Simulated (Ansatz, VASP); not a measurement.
# SnSe2 (1T-SnSe2 4 layers, AA) in two plane-wave programs, part 2 of 2

One calculation is typed for both programs; each brings its own data sets. How far apart do they land? The structure shown is the start of the Ansatz relaxation below; VASP solves that cell, so the two are compared at the walk's first step.

VASP 6.6.1 and Ansatz 0.2.0.

So far: The structure; Ansatz: relaxation, PBE with D3(BJ).

## Step 3: VASP: single point, PBE with D3(BJ), start cell

Level of this step: PBE with D3(BJ); plane waves and PAW (Se, Sn_d) (VASP).

The same cell, functional, mesh and smearing now go to VASP, with its own data sets.

Lines of VASP's logs that name or quote its potential files are left out, and so is its time.

File INCAR:

```
SYSTEM = SnSe2
PREC = Accurate
ENCUT = 400
EDIFF = 1E-06
NELM = 120
ISMEAR = -1
SIGMA = 0.05
LREAL = .FALSE.
ALGO = Normal
GGA = PE
IVDW = 12
NBANDS = 64
LORBIT = 11
LWAVE = .FALSE.
LCHARG = .FALSE.
ISIF = 2
LDIPOL = .TRUE.
IDIPOL = 3
DIPOL = 0.5 0.5 0.5
LVHAR = .TRUE.
LASPH = .TRUE.
GGA_COMPAT = .FALSE.
EFERMI = MIDGAP
NELMDL = -8
KPAR = 2
```

File POSCAR:

```
SnSe2
1.0
    3.8700000000      0.0000000000      0.0000000000
   -1.9350000000      3.3515180000      0.0000000000
    0.0000000000      0.0000000000     66.4419560000
Se Sn
8 4
Direct
    0.6666667164      0.3333334328      0.3664852973
    0.3333334328      0.6666668656      0.3982496993
    0.6666667164      0.3333334328      0.4449069651
    0.3333334328      0.6666668656      0.4766713671
    0.6666667164      0.3333334328      0.5233286329
    0.3333334328      0.6666668656      0.5550930349
    0.6666667164      0.3333334328      0.6017503007
    0.3333334328      0.6666668656      0.6335147027
    0.0000000000      0.0000000000      0.3823675059
    0.0000000000      0.0000000000      0.4607891736
    0.0000000000      0.0000000000      0.5392108414
    0.0000000000      0.0000000000      0.6176325092
```

File KPOINTS:

```
Automatic mesh
0
Gamma
12 12 1
0 0 0
```

The projector-augmented-wave data sets are Se and Sn_d (PBE family, release 64).

Launch:

```
$ mpirun -np 2 vasp_std
```

Numbers of over 12 decimals in the logs are rounded to 6 here.

The log of the run:

```text
[banner, memory and clock lines left out]
running    2 mpi-ranks, on    1 nodes
 distrk:  each k-point on    1 cores,    2 groups
 distr:  one band on    1 cores,    1 groups

 POSCAR found type information on POSCAR SeSn
 POSCAR found :  2 types and      12 ions
 LDA part: xc-table for (Slater+PW92), standard interpolation
|                                                                             |
|           W    W    AA    RRRRR   N    N  II  N    N   GGGG   !!!           |
|           W    W   A  A   R    R  NN   N  II  NN   N  G    G  !!!           |
|           W    W  A    A  R    R  N N  N  II  N N  N  G       !!!           |
|           W WW W  AAAAAA  RRRRR   N  N N  II  N  N N  G  GGG   !            |
|           WW  WW  A    A  R   R   N   NN  II  N   NN  G    G                |
|           W    W  A    A  R    R  N    N  II  N    N   GGGG   !!!           |
|                                                                             |
|     One of the lattice vectors is very long (>50 A), but AMIN is rather     |
|     large. This can spoil convergence since charge sloshing might occur     |
|     along the long lattice vector. If problems with convergence are         |
|     observed, try to decrease AMIN to a smaller value (e.g. 0.01).          |
|     Note: This warning only applies if the self-consistency cycle is        |
|     used.                                                                   |
|                                                                             |

 POSCAR, INCAR and KPOINTS ok, starting setup
 FFT: planning ... GRIDC
 FFT: planning ... GRID_SOFT
 FFT: planning ... GRID
 WAVECAR not read
 entering main loop
       N       E                     dE             d eps       ncg     rms          rms(c)
DAV:   1     0.895203080431E+03    0.89520E+03   -0.39816E+04  2928   0.116E+03
DAV:   2     0.825052508683E+02   -0.81270E+03   -0.79391E+03  3016   0.293E+02
DAV:   3    -0.323487337919E+02   -0.11485E+03   -0.11334E+03  2976   0.140E+02
DAV:   4    -0.374022458138E+02   -0.50535E+01   -0.50273E+01  2936   0.331E+01
DAV:   5    -0.375643877041E+02   -0.16214E+00   -0.16200E+00  3272   0.556E+00
DAV:   6    -0.375700875443E+02   -0.56998E-02   -0.56982E-02  3312   0.100E+00
DAV:   7    -0.375703870855E+02   -0.29954E-03   -0.29952E-03  3648   0.206E-01
DAV:   8    -0.375703930210E+02   -0.59356E-05   -0.59353E-05  3456   0.306E-02    0.151E+01
DAV:   9    -0.359442054729E+02    0.16262E+01   -0.24365E+00  3384   0.116E+01    0.942E+00
DAV:  10    -0.357374471548E+02    0.20676E+00   -0.21596E+00  3248   0.660E+00    0.154E+00
DAV:  11    -0.356833341647E+02    0.54113E-01   -0.45509E-01  3312   0.516E+00    0.555E-01
DAV:  12    -0.356850081139E+02   -0.16739E-02   -0.20987E-02  2952   0.760E-01    0.272E-01
DAV:  13    -0.356847422416E+02    0.26587E-03   -0.40631E-03  3312   0.573E-01    0.173E-01
DAV:  14    -0.356850068710E+02   -0.26463E-03   -0.91832E-04  2880   0.146E-01    0.707E-02
[...]
DAV:  18    -0.356851584202E+02   -0.20510E-04   -0.14732E-06  1776   0.691E-03    0.514E-03
DAV:  19    -0.356851969907E+02   -0.38570E-04   -0.30113E-06  2064   0.506E-03    0.344E-03
DAV:  20    -0.356852201020E+02   -0.23111E-04   -0.96415E-07  1880   0.502E-03    0.123E-03
DAV:  21    -0.356852452284E+02   -0.25126E-04   -0.19027E-06  1992   0.346E-03    0.107E-03
DAV:  22    -0.356852489889E+02   -0.37605E-05   -0.13803E-07  1704   0.130E-03    0.122E-03
DAV:  23    -0.356852533002E+02   -0.43113E-05   -0.10101E-07  1656   0.159E-03    0.151E-03
DAV:  24    -0.356852580143E+02   -0.47141E-05   -0.20832E-07  1768   0.198E-03    0.310E-04
DAV:  25    -0.356852586537E+02   -0.63942E-06   -0.27845E-08  1672   0.688E-04
   1 F= -.40151430E+02 E0= -.40149791E+02  d E =-.327739E-02
```

Parts of OUTCAR (step 3):

```text
ion  position               nearest neighbor table
   1  0.667  0.333  0.366-   9 2.47   9 2.47   9 2.47
   2  0.333  0.667  0.398-   9 2.47   9 2.47   9 2.47
   3  0.667  0.333  0.445-  10 2.47  10 2.47  10 2.47
   4  0.333  0.667  0.477-  10 2.47  10 2.47  10 2.47
   5  0.667  0.333  0.523-  11 2.47  11 2.47  11 2.47
   6  0.333  0.667  0.555-  11 2.47  11 2.47  11 2.47
   7  0.667  0.333  0.602-  12 2.47  12 2.47  12 2.47
   8  0.333  0.667  0.634-  12 2.47  12 2.47  12 2.47
   9  0.000  0.000  0.382-   2 2.47   2 2.47   1 2.47   2 2.47   1 2.47   1 2.47
  10  0.000  0.000  0.461-   4 2.47   4 2.47   3 2.47   4 2.47   3 2.47   3 2.47
  11  0.000  0.000  0.539-   6 2.47   6 2.47   5 2.47   6 2.47   5 2.47   5 2.47
  12  0.000  0.000  0.618-   8 2.47   8 2.47   7 2.47   8 2.47   7 2.47   7 2.47

  LATTYP: Found a hexagonal cell.
 ALAT       =     3.8700000000
 C/A-ratio  =    17.1684640827

 Subroutine GETGRP returns: Found 12 space group operations
 (whereof 12 operations were pure point group operations)

The static configuration has the point symmetry D_3d.

 Found     19 irreducible k-points:

   k-points           NKPTS =     19   k-points in BZ     NKDIM =     19   number of bands    NBANDS=     64

   dimension x,y,z NGX =    28 NGY =   28 NGZ =  448
   dimension x,y,z NGXF=    56 NGYF=   56 NGZF=  896

   ENCUT  =  400.0 eV  29.40 Ry    5.42 a.u.   6.31  6.31108.35*2*pi/ulx,y,z

   NELECT =     104.0000    total number of electrons

 k-points in reciprocal lattice and weights: Automatic mesh
   0.00000000  0.00000000  0.00000000       0.007
   0.08333333  0.00000000  0.00000000       0.042
   0.16666667  0.00000000  0.00000000       0.042
   0.25000000  0.00000000  0.00000000       0.042
   0.33333333  0.00000000  0.00000000       0.042
   0.41666667  0.00000000  0.00000000       0.042
   0.50000000  0.00000000  0.00000000       0.021
   0.08333333  0.08333333  0.00000000       0.042
   0.16666667  0.08333333  0.00000000       0.083
[...]
0.33333333  0.25000000  0.00000000       0.083
   0.33333333  0.33333333  0.00000000       0.014

 dipolmoment           0.000000      0.000000     -0.000013 electrons x Angstroem

 average (electrostatic) potential at core
       1 -59.8758       2 -59.8920       3 -59.9079       4 -59.9109       5 -59.9109
       6 -59.9080       7 -59.8921       8 -59.8759       9-109.3264      10-109.3473
      11-109.3473      12-109.3266

 E-fermi :  -1.6004

 k-point     1 :       0.0000    0.0000    0.0000
  band No.  band energies     occupation
    ...
     49      -3.7299      2.00000
     50      -3.3009      2.00000
     51      -2.8176      2.00000
     52      -2.4031      2.00000
     53      -1.6827      1.67667
     54      -1.4321      0.06673
     55      -1.1763      0.00041
     56      -0.9911      0.00001
     57       0.4578      0.00000
     58       0.4955      0.00000
    ...

 k-point     2 :       0.0833    0.0000    0.0000
  band No.  band energies     occupation
    ...
     48      -3.5236      2.00000
     49      -3.1020      2.00000
     50      -2.7643      2.00000
     51      -2.3610      2.00000
     52      -2.0256      1.99959
     53      -1.0252      0.00002
     54      -0.8884      0.00000
     55      -0.7452      0.00000
     56      -0.6516      0.00000
     57       0.6123      0.00000
    ...

 k-point     3 :       0.1667    0.0000    0.0000
  band No.  band energies     occupation
    ...
     48      -3.0245      2.00000
     49      -2.7910      2.00000
     50      -2.4212      2.00000
     51      -2.0301      1.99963
     52      -1.7430      1.89079
     53      -0.2457      0.00000
     54      -0.1733      0.00000
     55      -0.1106      0.00000
     56      -0.0864      0.00000
     57       0.8148      0.00000
    ...

 Edisp (eV)   -4.46617

  Total      58.50950    58.50948    43.05653    -0.00000     0.00000     0.00000
  in kB     108.77823   108.77821    80.04877    -0.00000     0.00000     0.00000
  external pressure =       99.20 kB  Pullay stress =        0.00 kB

  energy-cutoff  :      400.00
  volume of cell :      861.78
      direct lattice vectors                 reciprocal lattice vectors
     3.870000000  0.000000000  0.000000000     0.258397933  0.149186130  0.000000000
    -1.935000000  3.351518000  0.000000000     0.000000000  0.298372260  0.000000000
     0.000000000  0.000000000 66.441956000     0.000000000  0.000000000  0.015050731

 POSITION                                       TOTAL-FORCE (eV/Angst)
 -----------------------------------------------------------------------------------
      1.93500      1.11717     24.35000        -0.000000      0.000000     -5.197576
      0.00000      2.23435     26.46049         0.000000      0.000000      5.195625
      1.93500      1.11717     29.56049         0.000000     -0.000000     -5.157464
      0.00000      2.23435     31.67098         0.000000      0.000000      5.168547
      1.93500      1.11717     34.77098        -0.000000     -0.000000     -5.168547
      0.00000      2.23435     36.88147         0.000000      0.000000      5.157464
      1.93500      1.11717     39.98147        -0.000000     -0.000000     -5.195625
      0.00000      2.23435     42.09196         0.000000      0.000000      5.197576
      0.00000      0.00000     25.40525        -0.000000      0.000000      0.033583
      0.00000      0.00000     30.61573        -0.000000     -0.000000     -0.001499
      0.00000      0.00000     35.82622        -0.000000      0.000000      0.001499
      0.00000      0.00000     41.03671         0.000000     -0.000000     -0.033583
 -----------------------------------------------------------------------------------
    total drift:                                0.000000     -0.001112     -0.002253

  FREE ENERGIE OF THE ION-ELECTRON SYSTEM (eV)
  ---------------------------------------------------
  free  energy   TOTEN  =       -40.1514297213 eV

  energy  without entropy=      -40.1481523357  energy(sigma->0) =      -40.14979103

 vacuum level on the upper side and lower side of the slab         3.619         3.619

 total charge
# of ion       s       p       d       tot
------------------------------------------
    1        1.479   2.504   0.054   4.038
    2        1.480   2.505   0.056   4.041
    3        1.481   2.503   0.056   4.041
    4        1.481   2.503   0.056   4.041
    5        1.481   2.503   0.056   4.041
    6        1.481   2.503   0.056   4.041
    7        1.480   2.505   0.056   4.041
    8        1.479   2.504   0.054   4.038
    9        1.052   1.323  10.269  12.644
   10        1.052   1.326  10.268  12.647
   11        1.052   1.326  10.268  12.647
   12        1.052   1.323  10.269  12.644
--------------------------------------------------
tot         16.053  25.328  41.520  82.901

[... 3 further parts left out ...]
```

The gap is under twice the smearing width, so the edge states are partly filled and the run can't tell a small gap from a semimetal.

## Step 4: Differences

Known differences besides the potentials themselves: Ansatz cuts the interaction across the vacuum, VASP repeats the sheet with a dipole correction; the data sets hold 184 valence electrons in Ansatz (on its PAW soft_1 files) and 104 in VASP; the cutoff is 420 eV in Ansatz and 400 eV in VASP. Total energies have different zeros and are not compared.

Forces on 7 of the 12 atoms, those with the largest forces and the largest differences (eV/Å; atoms numbered as in POSCAR):

| atom | Ansatz x, y, z | VASP x, y, z |
| --- | --- | --- |
| Se1 | 0.000, 0.000, -5.176 | 0.000, 0.000, -5.198 |
| Se2 | 0.000, 0.000, 5.174 | 0.000, 0.000, 5.196 |
| Se3 | 0.000, 0.000, -5.137 | 0.000, 0.000, -5.157 |
| Se4 | 0.000, 0.000, 5.148 | 0.000, 0.000, 5.169 |
| Se5 | 0.000, 0.000, -5.148 | 0.000, 0.000, -5.169 |
| Se7 | 0.000, 0.000, -5.174 | 0.000, 0.000, -5.196 |
| Se8 | 0.000, 0.000, 5.176 | 0.000, 0.000, 5.198 |

The forces differ by 10.0 meV/Å r.m.s., which is 0.4 % of the r.m.s. force of 2.442 eV/Å (both taken over all components). With vacuum in the cell, a pressure given here is an average over mostly empty space and none of the material.

## Step 5: Summary of results

```
r.m.s. force difference (single point, PBE with D3(BJ), start cell) : 0.41 % of the r.m.s. force
```

What this shows: The r.m.s. force difference is 0.41 % of the r.m.s. force (single point, PBE with D3(BJ), start cell), within the 3 % picked in this series as the mark of a large difference. The data sets hold unlike numbers of valence electrons (184 in Ansatz and 104 in VASP), so part of the differences comes from the potentials. 1 further run of this series is not shown here. Such differences can come from data sets, numerical settings and the points named under the comparisons, not from the functional's error against experiment.

[Lines on the potential files, build, host, timing and source positions are cut from VASP's logs without a mark.]

[Logs are printed without paths, hosts, clocks, repeated set-up lines and the standing remarks that a program may print on its own settings, such as how far it seeks lower states.]

[Hosts, paths, dates, database ids (printed as entryN), source tags and the programs' standing remarks are cut or masked in the printed files.]
